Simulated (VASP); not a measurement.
Calculation: LDA (Ceperley-Alder, Perdew-Zunger), VASP's LDA PAW potentials (set 64) (plane waves; VASP 6.6.1).

VASP input:

### POSCAR
```
Ir
3.8261820
  0.0000000000   0.5000000000   0.5000000000
  0.5000000000   0.0000000000   0.5000000000
  0.5000000000   0.5000000000   0.0000000000
Ir
1
Cart
  0.0000000000   0.0000000000   0.0000000000
```

### INCAR
```
! general
SYSTEM =Ir
PREC   =Accurate
ENCUT  =150   ! plane-wave cut-off (eV)
LREAL  =F
LASPH  =T   ! aspherical one-centre terms

! electronic loop
EDIFF  =1E-6
NELM   =100   ! most electronic steps
ALGO   =Normal
LMAXMIX=6   ! l cut-off of mixed one-centre charges

! smearing
ISMEAR =1   ! Methfessel-Paxton
SIGMA  =0.2

! ions
ISIF   =2   ! forces and stress, cell fixed

! output
LWAVE  =F
LCHARG =F
```

File KPOINTS:
```
kpoints
0
gamma
2 2 2
0.5 0.5 0.5
```

POTCAR, in this order: Ir (LDA.64 set). Program: vasp_std.

**Question.** What will the output report for the number of irreducible k-points (NKPTS), largest plane-wave count, number of space-group operations, FFT grid (NGX, NGY, NGZ)?

**Answer.** 
```json
{
 "number of irreducible k-points (NKPTS)": "2",
 "largest_plane_wave_count": "61",
 "number_of_space_group_operations": "48",
 "FFT grid (NGX, NGY, NGZ)": "12 × 12 × 12"
}
```

The structure comes from a computed database's Ir entry; how it stands against other phases isn't given here. The cell was not relaxed at this level. The k-mesh is coarse (spacing up to 1.42 per Å, 2π included), so the numbers may not be converged in it. The run is one of a series of settings (ENCUT = 150, GGA removed, SIGMA = 0.2, KPOINTS 2×2×2 Γ-centred mesh shifted by (0.5, 0.5, 0.5), POTCAR Ir (LDA.64 set) against the base run), some of them coarse on purpose.
